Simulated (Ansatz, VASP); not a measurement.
# CoH3 in two plane-wave programs, part 2 of 2

One calculation is typed for both programs; each brings its own data sets. How far apart do they land? The cell is taken from a series of runs on this material, whose earlier steps may have relaxed, scaled, displaced or heated it; both programs get it as it stands.

VASP 6.6.1 and Ansatz 0.2.0.

So far: The starting structure; VASP: zone-centre phonons, PBE.

### Step 2. VASP: zone-centre phonons, PBE (continued)

Level of this step: PBE, no spin polarisation; plane waves and PAW (Co, H) (VASP).

Numbers of over 12 decimals in the logs are rounded to 6 here.

OUTCAR, selected parts (step 2):

```text
ion  position               nearest neighbor table
   1  0.000  0.000  0.974-   2 1.70   4 1.70   2 1.70   4 1.70   3 1.85   3 1.85   3 1.85   3 1.85

  LATTYP: Found a simple tetragonal cell.
 ALAT       =     2.6081779855
 C/A-ratio  =     1.0284632623

 Subroutine GETGRP returns: Found  8 space group operations
 (whereof  8 operations were pure point group operations)

The static configuration has the point symmetry C_4v.

 Found    405 irreducible k-points:

   k-points           NKPTS =    405   k-points in BZ     NKDIM =    405   number of bands    NBANDS=     12

   dimension x,y,z NGX =    24 NGY =   24 NGZ =   24
   dimension x,y,z NGXF=    48 NGYF=   48 NGZF=   48

   ENCUT  =  600.0 eV  44.10 Ry    6.64 a.u.   5.21  5.21  5.36*2*pi/ulx,y,z

   NELECT =      12.0000    total number of electrons

 k-points in reciprocal lattice and weights: Automatic mesh
   0.00000000  0.00000000  0.00000000       0.000
   0.06250000  0.00000000  0.00000000       0.001
   0.12500000  0.00000000  0.00000000       0.001
   0.18750000  0.00000000  0.00000000       0.001
   0.25000000  0.00000000  0.00000000       0.001
   0.31250000  0.00000000  0.00000000       0.001
   0.37500000  0.00000000  0.00000000       0.001
   0.43750000  0.00000000  0.00000000       0.001
   0.50000000  0.00000000  0.00000000       0.000
[...]
0.50000000  0.43750000  0.50000000       0.001
   0.50000000  0.50000000  0.50000000       0.000

 average (electrostatic) potential at core
       1 -80.9647       2 -30.1734       3 -30.1434       4 -30.1734

  Total       -0.0145164     -0.0145164     -0.0220878      0.0000000      0.0000000      0.0000000
  in kB       -1.2745823     -1.2745823     -1.9393829      0.0000000      0.0000000      0.0000000
  external PRESSURE =      -1.4961825 kB  Pullay stress =       0.0000000 kB

  energy-cutoff  :      600.00
  volume of cell :       18.25
      direct lattice vectors                 reciprocal lattice vectors
     2.608177985  0.000000000  0.000000000     0.383409417  0.000000000  0.000000000
     0.000000000  2.608177985  0.000000000     0.000000000  0.383409417  0.000000000
     0.000000000  0.000000000  2.682415240     0.000000000  0.000000000  0.372798359

 POSITION                                       TOTAL-FORCE (eV/Angst)
 -----------------------------------------------------------------------------------
      0.00000      0.00000      2.61365         0.000000     -0.000000      0.017537
      0.00000      1.30409      1.51546         0.000000     -0.000000     -0.006935
      1.30409      1.30409      0.07466         0.000000      0.000000     -0.003667
      1.30409      0.00000      1.51546         0.000000     -0.000000     -0.006935
 -----------------------------------------------------------------------------------
    total drift:                               -0.000000      0.000000     -0.000249

 Eigenvectors and eigenvalues of the dynamical matrix
 ----------------------------------------------------

   1 f  =   32.924311 THz   206.869548 2PiTHz 1098.236804 cm-1   136.163948 meV
             X         Y         Z           dx          dy          dz
      0.000000  0.000000  2.613648     0.000000    0.000000    0.010792
      0.000000  1.304089  1.515461    -0.000000    0.000000    0.380350
      1.304089  1.304089  0.074663     0.000000    0.000000   -0.842942
      1.304089  0.000000  1.515461     0.000000   -0.000000    0.380350

   2 f  =   30.840538 THz   193.776814 2PiTHz 1028.729608 cm-1   127.546158 meV
             X         Y         Z           dx          dy          dz
      0.000000  0.000000  2.613648    -0.000432   -0.049776    0.000000
      0.000000  1.304089  1.515461     0.007997   -0.308267    0.000000
      1.304089  1.304089  0.074663    -0.002006   -0.231162   -0.000000
      1.304089  0.000000  1.515461    -0.002676    0.921402    0.000000

   3 f  =   30.840538 THz   193.776814 2PiTHz 1028.729608 cm-1   127.546158 meV
             X         Y         Z           dx          dy          dz
      0.000000  0.000000  2.613648    -0.049776    0.000432   -0.000000
      0.000000  1.304089  1.515461     0.921402    0.002676   -0.000000
      1.304089  1.304089  0.074663    -0.231162    0.002006   -0.000000
      1.304089  0.000000  1.515461    -0.308267   -0.007997    0.000000

   4 f  =   20.255881 THz   127.271456 2PiTHz  675.663474 cm-1    83.771556 meV
             X         Y         Z           dx          dy          dz
      0.000000  0.000000  2.613648     0.000000    0.000000    0.000000
      0.000000  1.304089  1.515461    -0.000000    0.000000   -0.707107
      1.304089  1.304089  0.074663     0.000000    0.000000   -0.000000
      1.304089  0.000000  1.515461    -0.000000   -0.000000    0.707107

   5 f  =   19.348466 THz   121.569995 2PiTHz  645.395342 cm-1    80.018788 meV
             X         Y         Z           dx          dy          dz
      0.000000  0.000000  2.613648     0.000000    0.000000    0.219665
      0.000000  1.304089  1.515461    -0.000000   -0.000000   -0.582426
      1.304089  1.304089  0.074663     0.000000   -0.000000   -0.522788
      1.304089  0.000000  1.515461    -0.000000   -0.000000   -0.582426

   6 f  =   17.113383 THz   107.526554 2PiTHz  570.840999 cm-1    70.775232 meV
             X         Y         Z           dx          dy          dz
      0.000000  0.000000  2.613648    -0.009712   -0.112584    0.000000
      0.000000  1.304089  1.515461     0.019806    0.919293    0.000000
      1.304089  1.304089  0.074663    -0.024723   -0.286583   -0.000000
      1.304089  0.000000  1.515461     0.079306    0.229581   -0.000000

   7 f  =   17.113383 THz   107.526554 2PiTHz  570.840999 cm-1    70.775232 meV
             X         Y         Z           dx          dy          dz
      0.000000  0.000000  2.613648     0.112584   -0.009712   -0.000000
      0.000000  1.304089  1.515461    -0.229581    0.079306    0.000000
      1.304089  1.304089  0.074663     0.286583   -0.024723    0.000000
      1.304089  0.000000  1.515461    -0.919293    0.019806   -0.000000

   8 f  =    0.018702 THz     0.117506 2PiTHz    0.623819 cm-1     0.077344 meV
             X         Y         Z           dx          dy          dz
      0.000000  0.000000  2.613648    -0.777138    0.590371   -0.000000
      0.000000  1.304089  1.515461    -0.100613    0.076680   -0.000000
      1.304089  1.304089  0.074663    -0.099091    0.075277   -0.000000
      1.304089  0.000000  1.515461    -0.100939    0.076433   -0.000000

   9 f  =    0.018702 THz     0.117506 2PiTHz    0.623819 cm-1     0.077344 meV
             X         Y         Z           dx          dy          dz
      0.000000  0.000000  2.613648     0.590371    0.777138    0.000000
      0.000000  1.304089  1.515461     0.076433    0.100939    0.000000
      1.304089  1.304089  0.074663     0.075277    0.099091    0.000000
      1.304089  0.000000  1.515461     0.076680    0.100613    0.000000

  10 f/i=    0.004118 THz     0.025876 2PiTHz    0.137373 cm-1     0.017032 meV
             X         Y         Z           dx          dy          dz
      0.000000  0.000000  2.613648    -0.000000   -0.000000    0.975516
      0.000000  1.304089  1.515461    -0.000000   -0.000000    0.126942
      1.304089  1.304089  0.074663    -0.000000   -0.000000    0.127046
      1.304089  0.000000  1.515461    -0.000000   -0.000000    0.126942

  11 f/i=    6.936805 THz    43.585229 2PiTHz  231.386894 cm-1    28.688306 meV
             X         Y         Z           dx          dy          dz
      0.000000  0.000000  2.613648    -0.178448    0.020690   -0.000000
      0.000000  1.304089  1.515461     0.284258   -0.022305   -0.000000
      1.304089  1.304089  0.074663     0.914921   -0.106081   -0.000000
      1.304089  0.000000  1.515461     0.192376   -0.032958   -0.000000

  12 f/i=    6.936805 THz    43.585229 2PiTHz  231.386894 cm-1    28.688306 meV
             X         Y         Z           dx          dy          dz
      0.000000  0.000000  2.613648    -0.020690   -0.178448   -0.000000
      0.000000  1.304089  1.515461     0.032958    0.192376    0.000000
      1.304089  1.304089  0.074663     0.106081    0.914921   -0.000000
      1.304089  0.000000  1.515461     0.022305    0.284258   -0.000000

 ELASTIC MODULI CONTR FROM IONIC RELAXATION (kBar)
 Direction    XX          YY          ZZ          XY          YZ          ZX
 --------------------------------------------------------------------------------
 XX        -576.2355    269.2064   -439.0479      0.0000      0.0000     -0.0000
 YY         269.2064   -576.2355   -439.0479      0.0000     -0.0000      0.0000
 ZZ        -439.0479   -439.0479  -1823.9384      0.0000      0.0000     -0.0000
 XY           0.0000      0.0000      0.0000      0.0000      0.0000      0.0000
 YZ           0.0000     -0.0000      0.0000      0.0000   -417.9360      0.0000
 ZX          -0.0000      0.0000     -0.0000      0.0000      0.0000   -675.3993
 --------------------------------------------------------------------------------
```

This run has no spin polarisation, so a moment on Co, if there is one, isn't seen.

### Step 3. Ansatz: zone-centre phonons, PBE

Ansatz runs on norm-conserving files, of PseudoDojo where its log says so.

The same cell, functional, mesh and smearing now go to Ansatz, which takes its cutoff from its data sets.

Contents of input.yaml:

```yaml
crystal:
  lattice:
    - [2.6081779855, 0.0, 0.0]
    - [0.0, 2.6081779855, 0.0]
    - [0.0, 0.0, 2.6824152396]
  atoms:
    - { symbol: Co, position: [0.0, 0.0, 0.9743635265] }
    - { symbol: H, position: [0.0, 0.5, 0.5649614158] }
    - { symbol: H, position: [0.5, 0.5, 0.0278344223] }
    - { symbol: H, position: [0.5, 0.0, 0.5649614158] }
kpoints:
  mp_grid: { grid: [16, 16, 16] }
hamiltonian:
  xc: pbe
  pseudopotentials: { kind: nc }
scf:
  occupations: { method: methfessel_paxton, width: 0.2 }
output:
  eigenvalues: true
phonons:
  method: dfpt
```

Launch:

```console
> ansatz run input.yaml --threads 4 --pin off --max-ram 7168MiB --backend cpu --events-out ev --progress --plain --runs-dir out
```

Log:

```text
zone centre: on kpoints.mp_grid the ground state, and the responses unless they are solved on pairs of k-points, stand on 729 of the mesh's 4096 k-points, reduced under 4 symmetry operations, with k and −k counted as one. Each operation leaves every solved displacement unchanged or reverses it
Engine: ansatz 0.2.0, aarch64-unknown-linux-gnu
Pseudopotentials: kind: nc
Pseudopotential: Co, nc, valence charge 17, recommended cutoff 1306.14654 eV (normal), Co.nc.azcp (PseudoDojo's, or run here from an input of PseudoDojo's: the run reads no file of this project's for it)
Pseudopotential: H, nc, valence charge 1, recommended cutoff 979.609905 eV (normal), H.nc.azcp
Functional definition: PBE
  parameter kappa = 0.804
  parameter beta = 0.066725
  exchange = pbe_x(kappa = kappa, mu = beta*pi^2/3)
  correlation = pbe_c(beta = beta)
Crystal: 4 atoms, lattice volume = 18.247 Å³
Basis set: ecut = 1306.14654 eV, 1959 PW (Γ), exchange–correlation on 64×64×64 points (8 copies of the dense FFT grid, shifted against one another)
Bands: 14, of which v1, the nominal top of the filled ones, is band 10 counted from 1 (9 counted from 0)
Symmetry: 8 space group operations
k-points: 729 of 4096 (irreducible under 4 space group operations, time reversal used)
Non-local potential: Co, projectors of the file, l = 0: 2, l = 1: 2, l = 2: 2
Non-local potential: H, projectors of the file, l = 0: 2, l = 1: 1
Initial density: superposition of atomic densities (chi_scale 0.1, normalization cell, long waves kept (reshape's long-wave potential 0.00 eV rms))
Initial wavefunctions: pseudopotential atomic-orbital guess
Functional: x = pbe(κ = 0.804, μ = 0.219515), c = pbe(β = 0.066725)
SCF iter   1: F=—  HF=-4211.043946 eV  |F-HF|=—  |Δ(HF+E_count)|=         —  Δρ=9.03e-2  dr2=4.27e-1  ethr=3.10e-3  ⟨swp⟩=5.5  Hψ=48884  notcnv=0
preconditioner: auto → none  [metal: Δε(μ)=0.010 eV  Ē_g=10.410 eV  σ=0.200 eV  W_gap=0.04  n_scr=6 (ndim 8)  ℏωp=30.1 eV  f_vac=0.000  D(μ)=0.73/eV (n_scr^D=6)  sad-step TF]
SCF iter   2: F=—  HF=-4210.968454 eV  |F-HF|=—  |Δ(HF+E_count)|=   7.55e-2  S|Δr|=    0.00e0  Δρ=5.03e-2  dr2=1.59e-1  ethr=2.13e-3  ⟨swp⟩=1.0  Hψ=16040  notcnv=0  defer=1
SCF iter   3: F=—  HF=-4211.006109 eV  |F-HF|=—  |Δ(HF+E_count)|=   3.77e-2  S|Δr|=    0.00e0  Δρ=5.61e-2  dr2=4.43e-1  ethr=7.97e-4  ⟨swp⟩=2.2  Hψ=19701  notcnv=0  defer=1  recentre
SCF iter   4: F=—  HF=-4210.929070 eV  |F-HF|=—  |Δ(HF+E_count)|=   7.70e-2  S|Δr|=    0.00e0  Δρ=9.92e-3  dr2=5.41e-3  ethr=7.97e-4  ⟨swp⟩=2.7  Hψ=22146  notcnv=0  defer=14
SCF iter   5: F=—  HF=-4210.928781 eV  |F-HF|=—  |Δ(HF+E_count)|=   2.89e-4  S|Δr|=    0.00e0  Δρ=8.15e-4  dr2=7.35e-5  ethr=2.71e-5  ⟨swp⟩=2.2  Hψ=14935  notcnv=0  defer=14
SCF iter   6: F=—  HF=-4210.928773 eV  |F-HF|=—  |Δ(HF+E_count)|=   8.31e-6  S|Δr|=    0.00e0  Δρ=1.77e-4  dr2=2.21e-6  ethr=3.67e-7  ⟨swp⟩=2.9  Hψ=19053  notcnv=0  defer=14
SCF iter   7: F=—  HF=-4210.928769 eV  |F-HF|=—  |Δ(HF+E_count)|=   3.97e-6  S|Δr|=    0.00e0  Δρ=3.47e-5  dr2=6.95e-8  ethr=1.10e-8  ⟨swp⟩=2.3  Hψ=15270  notcnv=0  defer=14
SCF iter   8: F=—  HF=-4210.928769 eV  |F-HF|=—  |Δ(HF+E_count)|=   8.19e-8  S|Δr|=    0.00e0  Δρ=1.04e-5  dr2=4.12e-9  ethr=3.48e-10  ⟨swp⟩=2.1  Hψ=17040  notcnv=0  defer=14
SCF iter   9: F=—  HF=-4210.928769 eV  |F-HF|=—  |Δ(HF+E_count)|=  6.64e-11  S|Δr|=    0.00e0  Δρ=1.61e-6  dr2=1.00e-10  ethr=2.06e-11  ⟨swp⟩=2.9  Hψ=19498  notcnv=0  defer=14
SCF iter  10: F=-4210.928769 eV  HF=-4210.928769 eV  |F-HF|=3.64e-12  |Δ(HF+E_count)|=  5.82e-11  S|Δr|=    0.00e0  Δρ=4.27e-7  dr2=8.06e-12  ethr=1.00e-12  ⟨swp⟩=7.9  Hψ=59211  notcnv=0
SCF 1 converged in 10 iterations: F = -4210.928769 eV  dr2 = 8.06e-12
DFPT response loops at Γ: preconditioner auto → Kerker (q_TF=auto, 2.770 Å⁻¹) (partly filled bands, converged f_vac=0.000); β = 1.00, the filter's whole step (`scf.mixing.beta` (0.50) is not read by the response loops under this deck's `scf.mixing.preconditioner`; to damp them name `kerker` or `kerker_dos`, under which they read `scf.mixing.beta`, and type it under 1.00, their step now; both keys bind the ground state too); Broyden in place of MSR1
SCF converged after 10 iterations
Stability not checked: this state was not tested for a lower state beside it, because cold or Methfessel-Paxton smearing, or corrected tetrahedra, fill the levels in a way that the test cannot read (fill_not_monotonic; see scf.lower_state_search)
Free energy (F): -4210.928769 eV
Harris-Foulkes:  -4210.928769 eV  (|F-HF|=3.64e-12)
Internal energy: -4210.929453 eV  (E = F + TS)
E sigma→0 (E₀):  -4210.928940 eV
Entropy (-TS):   0.000684 eV (0.171 meV/atom)
Fermi energy:    13.596521 eV
Step filling:    the computed levels leave a gap of 0.0022 eV = 0.0 smearing widths at the electron count; against every level under it full and every level over it empty, smearing changes F+E_penalty+E_count by +0.082 meV and its σ→0 estimate by -0.089 meV
--- Per-component energies (eV) ---
  E_band       = -318.703841
  E_kinetic    = 1892.716075
  E_local      = -3639.318610  (includes V_loc(G=0)·N_el)
  E_nonlocal   = -520.258132
  E_hartree    = 1279.356826
  E_xc         = -792.464046
  E_vxc        = -610.556817  (∫ρ·V_xc dr)
  E_ewald      = -2430.961566
  E_smearing   = 0.000684  (= −TS)
  E_closure    = 0.000000  (closes the sum)
  Σ components = -4210.928769   (vs F -4210.928769, Δ=0.00e0)
--- Band table (eV; the first three rows and the last of 729) ---
  k-point 0: bands = [... 6 lower, 9.0999, 12.6944, 12.6944, 12.7765, 18.4544, 19.7203, 23.7914, 24.3410]
  k-point 1: bands = [... 6 lower, 9.0744, 12.6577, 12.6577, 12.7789, 17.9981, 19.6573, 24.0630, 24.4622]
  k-point 2: bands = [... 6 lower, 9.0461, 12.5553, 12.5553, 12.7859, 16.9701, 19.4749, 24.6097, 24.8180]
  k-point 728: bands = [... 6 lower, 7.4948, 13.2916, 13.3355, 16.6722, 16.6722, 17.5517, 18.8492, 19.7348]
--- Phonons (Γ-DFPT): 7 representative perturbations + reference, on 729 of 4096 k-points (Σ response iterations 24) ---
  k mesh reduced under 4 symmetry operations, with k and −k counted as one. Each operation leaves every solved displacement unchanged or reverses it
  ASR residual: 6.605e-4 → 0.000e0 eV/Å²; symmetrization residual: 3.154e-6 eV/Å²
  ASR residual per site (eV/Å²): 6.61e-4 2.18e-5 6.02e-5 2.18e-5
  Γ frequencies (cm⁻¹): -238.83 -238.83 0.00 0.00 0.00 552.70 552.70 638.93 668.95 1025.04 1025.04 1094.73
  non-analytic LO–TO correction: not included (Born effective charges unavailable; polar crystals: no LO–TO splitting at Γ)
```

Reading the cycles: dr2 is the Hartree energy of the density residual (eV), the measure of convergence; HF is the Harris–Foulkes estimate of the energy, which meets the free energy F at convergence.

### Step 4. Comparison

Known differences besides the potentials themselves: the data sets hold 20 valence electrons in Ansatz (on norm-conserving files, of PseudoDojo where its log says so) and 12 in VASP; the cutoff is 1306.15 eV in Ansatz and 600 eV in VASP. Total energies have different zeros and are not compared.

Both answers:

```csv
quantity,Ansatz,VASP,difference
"optical mode 1 to 2 (imaginary, printed as negative) (cm⁻¹)",-238.8,-231.4,-7.4
optical mode 3 to 4 (cm⁻¹),552.7,570.8,-3.18 %
optical mode 5 (cm⁻¹),638.9,645.4,-1.00 %
optical mode 6 (cm⁻¹),669.0,675.7,-0.99 %
optical mode 7 to 8 (cm⁻¹),1025.0,1028.7,-0.36 %
optical mode 9 (cm⁻¹),1094.7,1098.2,-0.32 %
```

Modes are paired by rising frequency, not by their patterns, so a pair may set unlike modes beside each other; they are those without the splitting of longitudinal modes.

### Step 5. What came out

| Quantity | Value |
| --- | --- |
| r.m.s. difference of the optical zone-centre modes, each program's sorted by frequency (zone-centre phonons, PBE) | 10.0 cm⁻¹ |
| difference in optical mode 3 to 4 (zone-centre phonons, PBE) | -3.2 % |

**Reading.** The r.m.s. difference of the optical zone-centre modes, each program's sorted by frequency is 10.0 cm⁻¹ (zone-centre phonons, PBE). The data sets hold unlike numbers of valence electrons (20 in Ansatz and 12 in VASP), so part of the differences comes from the potentials. Among the rows given in per cent, the largest difference of the zone-centre phonons, PBE pair is in optical mode 3 to 4, -3.2 %. Such differences can come from data sets, numerical settings and the points named under the comparisons, not from the functional's error against experiment.

[Lines on the potential files, build, host, timing and source positions are cut from VASP's logs without a mark.]

[Logs are printed without paths, hosts, clocks, repeated set-up lines and the standing remarks that a program may print on its own settings, such as how far it seeks lower states.]

[Hosts, paths, dates, database ids (printed as entryN), source tags and the programs' standing remarks are cut or masked in the printed files.]
